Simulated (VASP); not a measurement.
Consider the following.

```xyz
2
Lattice="3.2935 0.0000 0.0000 -1.6468 2.8523 0.0000 0.0000 0.0000 5.3363" Properties=species:S:1:pos:R:3 pbc="T T T"
Sc     0.0000     1.9015     1.3341
Sc     1.6468     0.9508     4.0022
```

Level of theory: PBE GGA, VASP's PBE PAW potentials (set 64) (plane waves; VASP 6.6.1). Numerical set-up: 300 eV cut-off, 15×15×8 Γ-centred mesh, Gaussian smearing of 0.14 eV, potentials Sc_sv.

At this cut-off the stress carries a Pulay error, which pulls relaxed volumes low. The run has a spin-polarised start.

### Question
Give the stress tensor in GPa (positive for a compressed cell).

### Answer

```
-0.42   0.00   0.00
 0.00  -0.42   0.00
 0.00   0.00  -2.42
```
The pressure is its mean diagonal, -1.09 GPa.

The structure comes from a computed database's Sc entry; how it stands against other phases isn't given here. The cell was not relaxed at this level.
